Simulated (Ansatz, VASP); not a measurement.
## SiC159 (undercooled, nearly rigid carbon at 4800 K) in two plane-wave programs

One calculation is typed for both programs; each brings its own data sets. How far apart do they land? The structure shown is the start of the Ansatz relaxation below; VASP solves that cell, so the two are compared at the walk's first step.

Method: plane waves, with VASP 6.6.1 beside it; single point at PBE, in Ansatz 0.2.0.

### Step 1. The starting structure

The cell holds 160 atoms: 159 C and 1 Si. Its edges and angles: a = 12.112 Å, b = 12.112 Å, c = 12.112 Å, α = 90.0°, β = 90.0°, γ = 90.0°. It derives from C (undercooled, nearly rigid carbon at 4800 K). As first built, before any earlier steps moved the atoms (in the runner's words): 160 atoms (160 C) placed at random at 1.8 g/cm^3, melted at 5500 K for 10 ps at fixed volume with the LCBOP (Los and Fasolino, Phys. Rev. B 68, 024107 (2003)). Snapshot at the end of a hold of 5 ps at 4800 K and fixed volume. Nearest the centre at fractional (0.291, 0.826, 0.089): Si160 at 0.00 Å, C79 at 1.59 Å, C56 at 1.60 Å, C75 at 1.60 Å, C85 at 1.73 Å, C83 at 2.50 Å, C45 at 2.55 Å, C70 at 2.56 Å.

### Step 2. Ansatz: relaxation, PBE

Ansatz runs on its default PAW (the set named soft_2) files.

The two programs are compared at the cell with which this relaxation starts, whose forces are those of its first step.

input.yaml

```yaml
crystal:
  lattice:
    - [12.1119, 0.0, 0.0]
    - [0.0, 12.1119, 0.0]
    - [0.0, 0.0, 12.1119]
  atoms:
    - { symbol: C, position: [0.63714, 0.89831, 0.48642] }
    - { symbol: C, position: [0.85764, 0.63343, 0.80622] }
[... 2 atom lines left out ...]
    - { symbol: C, position: [0.98008, 0.74702, 0.16873] }
[... 9 atom lines left out ...]
    - { symbol: C, position: [0.17887, 0.55068, 0.16504] }
[... 1 atom line left out ...]
    - { symbol: C, position: [0.24222, 0.54683, 0.94564] }
[... 1 atom line left out ...]
    - { symbol: C, position: [0.38592, 0.07219, 0.02369] }
    - { symbol: C, position: [0.32593, 0.99905, 0.83707] }
[... 3 atom lines left out ...]
    - { symbol: C, position: [0.09145, 0.7694, 0.34867] }
[... 3 atom lines left out ...]
    - { symbol: C, position: [0.54424, 0.95207, 0.00399] }
[... 1 atom line left out ...]
    - { symbol: C, position: [0.44788, 0.97097, 0.06414] }
[... 2 atom lines left out ...]
    - { symbol: C, position: [0.27159, 0.86278, 0.68877] }
    - { symbol: C, position: [0.61113, 0.02859, 0.21495] }
[... 1 atom line left out ...]
    - { symbol: C, position: [0.23678, 0.4482, 0.00769] }
[... 2 atom lines left out ...]
    - { symbol: C, position: [0.14937, 0.6292, 0.94457] }
[... 2 atom lines left out ...]
    - { symbol: C, position: [0.9123, 0.91838, 0.0176] }
[... 1 atom line left out ...]
    - { symbol: C, position: [0.26894, 0.93213, 0.41947] }
    - { symbol: C, position: [0.24113, 0.64039, 0.17545] }
[... 7 atom lines left out ...]
    - { symbol: C, position: [0.60789, 0.70505, 0.87973] }
    - { symbol: C, position: [0.44812, 0.58977, 0.19407] }
[... 1 atom line left out ...]
    - { symbol: C, position: [0.36137, 0.71997, 0.05319] }
[... 5 atom lines left out ...]
    - { symbol: C, position: [0.16622, 0.45424, 0.10915] }
[... 3 atom lines left out ...]
    - { symbol: C, position: [0.18968, 0.79618, 0.2923] }
[... 3 atom lines left out ...]
    - { symbol: C, position: [0.38702, 0.88999, 0.26617] }
[... 1 atom line left out ...]
    - { symbol: C, position: [0.07872, 0.74562, 0.11154] }
    - { symbol: C, position: [0.63785, 0.8912, 0.05202] }
[... 1 atom line left out ...]
    - { symbol: C, position: [0.61394, 0.5895, 0.84509] }
    - { symbol: C, position: [0.2344, 0.90011, 0.9957] }
[... 2 atom lines left out ...]
    - { symbol: C, position: [0.82516, 0.1407, 0.55339] }
[... 3 atom lines left out ...]
    - { symbol: C, position: [0.30366, 0.34428, 0.98067] }
[... 1 atom line left out ...]
    - { symbol: C, position: [0.18658, 0.93502, 0.6573] }
[... 7 atom lines left out ...]
    - { symbol: C, position: [0.72167, 0.83266, 0.99333] }
[... 2 atom lines left out ...]
    - { symbol: C, position: [0.7752, 0.15437, 0.96264] }
[... 2 atom lines left out ...]
    - { symbol: C, position: [0.53193, 0.53332, 0.24004] }
[... 1 atom line left out ...]
    - { symbol: C, position: [0.51844, 0.35712, 0.58818] }
    - { symbol: C, position: [0.01589, 0.93787, 0.95985] }
[... 4 atom lines left out ...]
    - { symbol: C, position: [0.94161, 0.29165, 0.18784] }
[... 2 atom lines left out ...]
    - { symbol: C, position: [0.77794, 0.6024, 0.71035] }
[... 2 atom lines left out ...]
    - { symbol: C, position: [0.93258, 0.0078, 0.68278] }
[... 13 atom lines left out ...]
    - { symbol: C, position: [0.73161, 0.36964, 0.42408] }
[... 2 atom lines left out ...]
    - { symbol: C, position: [0.91885, 0.96226, 0.79371] }
[... 1 atom line left out ...]
    - { symbol: C, position: [0.86744, 0.00667, 0.2036] }
[... 1 atom line left out ...]
    - { symbol: C, position: [0.97838, 0.4624, 0.84291] }
[... 8 atom lines left out ...]
    - { symbol: C, position: [0.83156, 0.84547, 0.6563] }
[... 3 atom lines left out ...]
    - { symbol: C, position: [0.86877, 0.01489, 0.08398] }
[... 5 atom lines left out ...]
    - { symbol: C, position: [0.53988, 0.51346, 0.90721] }
[... 1 atom line left out ...]
    - { symbol: C, position: [0.52963, 0.4599, 0.0053] }
[... 4 atom lines left out ...]
    - { symbol: C, position: [0.66283, 0.57098, 0.73286] }
kpoints:
  mp_grid: { grid: [1, 1, 1] }
hamiltonian:
  xc: pbe
scf:
  occupations: { method: fermi_dirac, width: 0.025 }
output:
  forces: true
  eigenvalues: true
relax:
  f_tol: 0.05
  max_steps: 90
```

Run with:

```console
> ansatz run input.yaml --threads 4 --pin off --max-ram 8192MiB --backend cpu --events-out ev --progress --plain --runs-dir out
```

Numbers of over 12 decimals in the logs are rounded to 6 here.

What it wrote:

```text
Engine: ansatz 0.2.0, aarch64-unknown-linux-gnu
Pseudopotentials: kind: paw
Pseudopotential: C, paw, valence charge 4, recommended cutoff 420 eV (normal), C.paw.azcp
Pseudopotential: Si, paw, valence charge 4, recommended cutoff 420 eV (normal), Si.paw.azcp
Functional definition: PBE
  parameter kappa = 0.804
  parameter beta = 0.066725
  exchange = pbe_x(kappa = kappa, mu = beta*pi^2/3)
  correlation = pbe_c(beta = beta)
Crystal: 160 atoms, lattice volume = 1776.793 Å³
Basis set: ecut = 420 eV, 34697 PW (Γ), exchange–correlation on 162×162×162 points (8 copies of the dense FFT grid, shifted against one another)
Bands: 480, of which v1, the nominal top of the filled ones, is band 320 counted from 1 (319 counted from 0)
Symmetry: 1 space group operations
Space group: P1 (ITA 1), of the structure as read, at distance tolerance 1.2e-4 Å
k-points: 1
Non-local potential: C, projectors of the file, l = 0: 2, l = 1: 2, l = 2: 1
Non-local potential: Si, projectors of the file, l = 0: 2, l = 1: 2, l = 2: 2
PAW form: soft (Blöchl's): semilocal exchange-correlation on the pseudo side does not see the compensation charge
PAW one-centre angular grid: C, 110 points (default); XC on 64 Gauss nodes
PAW one-centre angular grid: Si, 110 points (default); XC on 64 Gauss nodes
Initial density: superposition of atomic densities (neutral atoms: chi_scale 0, normalization atom), corrected by the library's trained network
Initial wavefunctions: pseudopotential atomic-orbital guess
Functional: x = pbe(κ = 0.804, μ = 0.219515), c = pbe(β = 0.066725)
SCF iter   1: F=—  HF=-40381.430897 eV  |F-HF|=—  |Δ(HF+E_count)|=         —  Δρ=1.46e-2  dr2=6.91e0  ethr=1.77e-3  ⟨swp⟩=6.0  Hψ=2123  notcnv=0  defer=99
preconditioner: auto → Resta (q_TF=auto, 2.301 Å⁻¹)  ε∞=3.8  [insulator: Δε(μ)=0.305 eV  Ē_g=13.430 eV  σ=0.025 eV  W_gap=1.00  n_scr=364 (ndim 8)  ℏωp=22.3 eV  f_vac=0.156  D(μ)=0.43/eV (n_scr^D=0)  ε∞_Penn≈3.8]
SCF iter   2: F=—  HF=-40380.667597 eV  |F-HF|=—  |Δ(HF+E_count)|=   7.63e-1  Δρ=9.93e-3  dr2=3.65e0  ethr=1.08e-3  ⟨swp⟩=3.0  Hψ=771  notcnv=0  defer=141
preconditioner: auto → LDOS  [insulator: Δε(μ)=0.175 eV  Ē_g=13.442 eV  σ=0.025 eV  W_gap=0.94  n_scr=364 (ndim 8)  ℏωp=22.3 eV  f_vac=0.155  D(μ)=5.60/eV (n_scr^D=18)  ε∞_Penn≈3.7  β→1.0]
SCF iter   3: F=—  HF=-40380.390377 eV  |F-HF|=—  |Δ(HF+E_count)|=   2.77e-1  Δρ=2.89e-3  dr2=2.35e-1  ethr=5.71e-4  ⟨swp⟩=2.0  Hψ=390  notcnv=0  defer=141
SCF iter   4: F=—  HF=-40380.390277 eV  |F-HF|=—  |Δ(HF+E_count)|=   1.00e-4  Δρ=1.42e-3  dr2=6.02e-2  ethr=3.68e-5  ⟨swp⟩=2.0  Hψ=597  notcnv=0  defer=141
SCF iter   5: F=—  HF=-40380.387633 eV  |F-HF|=—  |Δ(HF+E_count)|=   2.64e-3  Δρ=4.93e-4  dr2=5.83e-3  ethr=9.40e-6  ⟨swp⟩=3.0  Hψ=864  notcnv=0  defer=141
SCF iter   6: F=—  HF=-40380.387288 eV  |F-HF|=—  |Δ(HF+E_count)|=   3.45e-4  Δρ=2.03e-4  dr2=1.05e-3  ethr=9.11e-7  ⟨swp⟩=2.0  Hψ=647  notcnv=0  defer=141
SCF iter   7: F=—  HF=-40380.387271 eV  |F-HF|=—  |Δ(HF+E_count)|=   1.71e-5  Δρ=8.46e-5  dr2=1.44e-4  ethr=1.64e-7  ⟨swp⟩=2.0  Hψ=614  notcnv=0  defer=141
SCF iter   8: F=-40380.387281 eV  HF=-40380.387289 eV  |F-HF|=7.93e-6  |Δ(HF+E_count)|=   1.80e-5  Δρ=3.46e-5  dr2=2.33e-5  ethr=9.77e-9  ⟨swp⟩=23.0  Hψ=3254  notcnv=0
SCF 1 converged in 8 iterations: F = -40380.387281 eV  dr2 = 2.33e-5
  greatest PAW one-centre occupation: 0.759 electrons in one spin orbital (limit 2), on the Si atom at site 73 (counted from 0), in its partial waves of l = 0
relax step   1: F+E_penalty+E_count = -40380.38728111 eV  Δ(F+E_penalty+E_count) = +0.000e0 eV  max|allowed force component| = 7.801e0 eV/Å  Δτ_max = 0.0000 Å  (8 SCF iters, dr2 threshold 6.25e-5 eV, accepted)
Initial density: handed on by an earlier stage of this run
Initial wavefunctions: those handed on with the density
iter 1 solved again at ethr=3.00e-4 eV; its pass at ethr=3.10e-3 eV (dr2=1.92e0 eV) is discarded
SCF iter   1: F=—  HF=-40383.964698 eV  |F-HF|=—  |Δ(HF+E_count)|=         —  Δρ=9.54e-3  dr2=1.92e0  ethr=3.00e-4  ⟨swp⟩=1.0  Hψ=1502  notcnv=0  defer=141
preconditioner: auto → Resta (q_TF=auto, 2.301 Å⁻¹)  ε∞=3.8  [insulator: Δε(μ)=0.246 eV  Ē_g=13.387 eV  σ=0.025 eV  W_gap=0.99  n_scr=364 (ndim 8)  ℏωp=22.3 eV  f_vac=0.153  D(μ)=1.64/eV (n_scr^D=0)  ε∞_Penn≈3.8]
SCF iter   2: F=—  HF=-40383.639294 eV  |F-HF|=—  |Δ(HF+E_count)|=   3.25e-1  Δρ=5.43e-3  dr2=8.40e-1  ethr=3.00e-4  ⟨swp⟩=3.0  Hψ=576  notcnv=0  defer=141
SCF iter   3: F=—  HF=-40383.645881 eV  |F-HF|=—  |Δ(HF+E_count)|=   6.59e-3  Δρ=5.55e-3  dr2=1.60e0  ethr=1.31e-4  ⟨swp⟩=3.0  Hψ=604  notcnv=0  defer=141
SCF iter   4: F=—  HF=-40383.559325 eV  |F-HF|=—  |Δ(HF+E_count)|=   8.66e-2  Δρ=2.55e-3  dr2=3.10e-1  ethr=1.31e-4  ⟨swp⟩=3.0  Hψ=390  notcnv=0  defer=141
SCF iter   5: F=—  HF=-40383.544075 eV  |F-HF|=—  |Δ(HF+E_count)|=   1.52e-2  Δρ=7.24e-4  dr2=7.26e-3  ethr=4.85e-5  ⟨swp⟩=2.0  Hψ=343  notcnv=0  defer=141
[...]
- { symbol: C, position: [0.445380, 0.584009, 0.202792] }
    - { symbol: C, position: [0.227305, 0.093638, 0.560366] }
    - { symbol: C, position: [0.376538, 0.704360, 0.053927] }
    - { symbol: C, position: [0.490135, 0.390336, 0.085039] }
    - { symbol: C, position: [0.726119, 0.857761, 0.228475] }
    - { symbol: C, position: [0.026955, 0.642045, 0.519935] }
    - { symbol: C, position: [0.049691, 0.838927, 0.536590] }
    - { symbol: C, position: [0.116010, 0.351392, 0.151531] }
    - { symbol: C, position: [0.162971, 0.450192, 0.104729] }
    - { symbol: C, position: [0.752175, 0.735570, 0.208180] }
    - { symbol: C, position: [0.786083, 0.759770, 0.584509] }
    - { symbol: C, position: [0.532918, 0.408029, 0.209661] }
    - { symbol: C, position: [0.186692, 0.792504, 0.297100] }
    - { symbol: C, position: [0.858597, 0.749113, 0.130729] }
    - { symbol: C, position: [0.989354, 0.418982, 0.428613] }
    - { symbol: C, position: [0.041279, 0.021285, 0.644074] }
    - { symbol: C, position: [0.389993, 0.898290, 0.272670] }
    - { symbol: C, position: [0.185321, 0.395024, 0.570509] }
    - { symbol: C, position: [0.073553, 0.741564, 0.114515] }
    - { symbol: C, position: [0.635802, 0.892998, 0.052359] }
    - { symbol: Si, position: [0.292337, 0.828619, 0.085203] }
    - { symbol: C, position: [0.614891, 0.587626, 0.844786] }
    - { symbol: C, position: [0.223531, 0.915552, 0.978028] }
    - { symbol: C, position: [0.489958, 0.737135, 0.883549] }
    - { symbol: C, position: [0.812185, 0.388165, 0.509072] }
[...]
- { symbol: C, position: [0.539452, 0.512342, 0.906056] }
    - { symbol: C, position: [0.299519, 1.009281, 0.942893] }
    - { symbol: C, position: [0.530777, 0.460585, 0.00579089] }
    - { symbol: C, position: [0.280934, 0.862747, 0.333236] }
    - { symbol: C, position: [0.163679, 0.228273, 0.832578] }
    - { symbol: C, position: [0.710074, 0.768709, 0.894568] }
    - { symbol: C, position: [0.467019, 0.758771, 0.688300] }
    - { symbol: C, position: [0.663572, 0.569913, 0.732798] }
```

### Step 3. VASP: single point, PBE, start cell

The same cell, functional, mesh and smearing now go to VASP, with its own data sets.

Lines of VASP's logs that name or quote its potential files are left out, and so is its time.

INCAR

```
SYSTEM = SiC159
PREC = Accurate
ENCUT = 520
EDIFF = 1E-06
NELM = 120
ISMEAR = -1
SIGMA = 0.025
LREAL = Auto
ALGO = Normal
GGA = PE
NBANDS = 432
LORBIT = 11
LWAVE = .FALSE.
LCHARG = .FALSE.
ISIF = 2
LASPH = .TRUE.
GGA_COMPAT = .FALSE.
EFERMI = MIDGAP
```

POSCAR

```
SiC159
1.0
   12.1119000000      0.0000000000      0.0000000000
    0.0000000000     12.1119000000      0.0000000000
    0.0000000000      0.0000000000     12.1119000000
C Si
159 1
Direct
    0.6371419843      0.8983066241      0.4864224440
    0.8576358788      0.6334266300      0.8062236313
[... 2 atom lines left out ...]
    0.9800774445      0.7470173961      0.1687266242
[... 9 atom lines left out ...]
    0.1788736697      0.5506815611      0.1650360389
[... 1 atom line left out ...]
    0.2422163327      0.5468341053      0.9456402381
[... 1 atom line left out ...]
    0.3859179815      0.0721934626      0.0236874479
    0.3259273937      0.9990505206      0.8370693285
[... 3 atom lines left out ...]
    0.0914472544      0.7694003418      0.3486736185
[... 3 atom lines left out ...]
    0.5442416136      0.9520719293      0.0039878136
[... 1 atom line left out ...]
    0.4478818352      0.9709706982      0.0641435283
[... 2 atom lines left out ...]
    0.2715924009      0.8627795804      0.6887688967
    0.6111262477      0.0285917156      0.2149538883
[... 1 atom line left out ...]
    0.2367836590      0.4482038326      0.0076866553
[... 2 atom lines left out ...]
    0.1493737564      0.6291993824      0.9445669135
[... 2 atom lines left out ...]
    0.9123011253      0.9183777937      0.0176025231
[... 1 atom line left out ...]
    0.2689421148      0.9321328611      0.4194717592
    0.2411264954      0.6403867271      0.1754472874
[... 7 atom lines left out ...]
    0.6078897613      0.7050504050      0.8797298525
    0.4481212692      0.5897670886      0.1940735970
[... 1 atom line left out ...]
    0.3613718739      0.7199696167      0.0531873612
[... 5 atom lines left out ...]
    0.1662166960      0.4542392193      0.1091488536
[... 3 atom lines left out ...]
    0.1896812226      0.7961839183      0.2922993089
[... 3 atom lines left out ...]
    0.3870160751      0.8899924867      0.2661679836
[... 1 atom line left out ...]
    0.0787159735      0.7456220742      0.1115431931
    0.6378520298      0.8911979128      0.0520232168
[... 1 atom line left out ...]
    0.2343975759      0.9001065068      0.9956984453
    0.4880489436      0.7431369149      0.8843121228
[... 2 atom lines left out ...]
    0.3815090944      0.8984634946      0.1497618045
[... 3 atom lines left out ...]
    0.3615039754      0.6416086659      0.1493077056
[... 1 atom line left out ...]
    0.1944864142      0.7597569333      0.1694201570
[... 7 atom lines left out ...]
    0.6571636159      0.9242067719      0.1640535341
[... 2 atom lines left out ...]
    0.4414336314      0.1798396618      0.0321914811
[... 2 atom lines left out ...]
    0.3448013937      0.8891503397      0.7769218702
[... 1 atom line left out ...]
    0.0158934602      0.9378710194      0.9598494043
    0.4415409638      0.8081308465      0.7888192604
[... 4 atom lines left out ...]
    0.0942874363      0.7371015282      0.9896217769
[... 2 atom lines left out ...]
    0.4850601475      0.9180640527      0.3412594226
[... 2 atom lines left out ...]
    0.1208811169      0.8677829242      0.9676929301
[... 13 atom lines left out ...]
    0.3546594671      0.5745176232      0.9068024009
[... 2 atom lines left out ...]
    0.4020921573      0.6818665940      0.9500738943
[... 1 atom line left out ...]
    0.5497238253      0.0144568565      0.3092165556
[... 1 atom line left out ...]
    0.9898777236      0.7799436917      0.2848603440
[... 8 atom lines left out ...]
    0.0439567698      0.6438461348      0.9139028559
[... 3 atom lines left out ...]
    0.5947704324      0.0391928599      0.9273194131
[... 5 atom lines left out ...]
    0.3008776493      0.9997523097      0.9528397692
[... 1 atom line left out ...]
    0.2831099993      0.8620860476      0.3313105293
[... 4 atom lines left out ...]
    0.2913580858      0.8259232655      0.0885575343
```

KPOINTS

```
Automatic mesh
0
Gamma
1 1 1
0 0 0
```

PAW data sets: C and Si (PBE family, release 64).

Run with:

```console
> export OMP_NUM_THREADS=3
> mpirun -np 1 vasp_gam
```

What it wrote:

```text
[banner, memory and clock lines left out]
running    1 mpi-ranks, on    1 nodes
[...]
Offloading initialized ...    1 GPUs detected
[...]
LDA part: xc-table for (Slater+PW92), standard interpolation
 POSCAR, INCAR and KPOINTS ok, starting setup
[...]
entering main loop
       N       E                     dE             d eps       ncg     rms          rms(c)
DAV:   1     0.460069984159E+04    0.46007E+04   -0.35802E+05   864   0.143E+03
DAV:   2    -0.921294090048E+03   -0.55220E+04   -0.52175E+04  1112   0.329E+02
DAV:   3    -0.138278071178E+04   -0.46149E+03   -0.44756E+03  1024   0.954E+01
DAV:   4    -0.139853819466E+04   -0.15757E+02   -0.15600E+02  1088   0.186E+01
[...]
DAV:  19    -0.131748355611E+04    0.12244E-04   -0.12632E-05   912   0.667E-03    0.478E-03
DAV:  20    -0.131748355377E+04    0.23378E-05   -0.30482E-06   808   0.302E-03    0.269E-03
DAV:  21    -0.131748355349E+04    0.27996E-06   -0.80081E-07   584   0.166E-03
   1 F= -.13174836E+04 E0= -.13174797E+04  d E =-.776805E-02
```

Parts of OUTCAR (step 3):

```text
  FREE ENERGIE OF THE ION-ELECTRON SYSTEM (eV)
  ---------------------------------------------------
  free  energy   TOTEN  =     -1317.4835534877 eV

  energy  without entropy=    -1317.4757854368  energy(sigma->0) =    -1317.47966946
```

The run ends at a pressure of -7.32 GPa, with forces up to 11 eV/Å.

### Step 4. Differences

Known differences besides the potentials themselves: the cutoff is 420 eV in Ansatz and 520 eV in VASP (PREC = Accurate, projectors in real space). Total energies have different zeros and are not compared.

Forces on 9 of the 160 atoms, those with the largest forces and the largest differences (eV/Å; atoms numbered as in POSCAR):

| atom | Ansatz x, y, z | VASP x, y, z |
| --- | --- | --- |
| C39 | -0.019, -0.062, -0.024 | 0.042, -0.093, -0.017 |
| C56 | 5.839, -7.801, -3.164 | 5.810, -7.752, -3.150 |
| C75 | -4.642, 6.028, -7.649 | -4.610, 6.015, -7.624 |
| C79 | 7.314, 6.556, 5.192 | 7.292, 6.535, 5.152 |
| C83 | 0.206, -0.685, 0.216 | 0.213, -0.684, 0.228 |
| C85 | -4.459, -2.631, 3.470 | -4.441, -2.602, 3.443 |
| C130 | 0.327, -0.726, -0.065 | 0.333, -0.724, -0.076 |
| C143 | 0.023, -0.011, 0.003 | -0.038, -0.014, -0.022 |
| Si160 | -3.909, -0.855, 1.040 | -3.884, -0.856, 1.035 |

The forces differ by 16 meV/Å r.m.s., which is 1.8 % of the r.m.s. force of 0.914 eV/Å (both taken over all components).

### Step 5. Summary of results

```
r.m.s. force difference (single point, PBE, start cell) : 1.8 % of the r.m.s. force
```

In words: The r.m.s. force difference is 1.8 % of the r.m.s. force (single point, PBE, start cell), within the 3 % picked in this series as the mark of a large difference. 1 further run of this series is not shown here. Such differences can come from data sets, numerical settings and the points named under the comparisons, not from the functional's error against experiment.

[Lines on the potential files, build, host, timing and source positions are cut from VASP's logs without a mark.]

[Logs are printed without paths, hosts, clocks, repeated set-up lines and the standing remarks that a program may print on its own settings, such as how far it seeks lower states.]

[Hosts, paths, dates, database ids (printed as entryN), source tags and the programs' standing remarks are cut or masked in the printed files.]
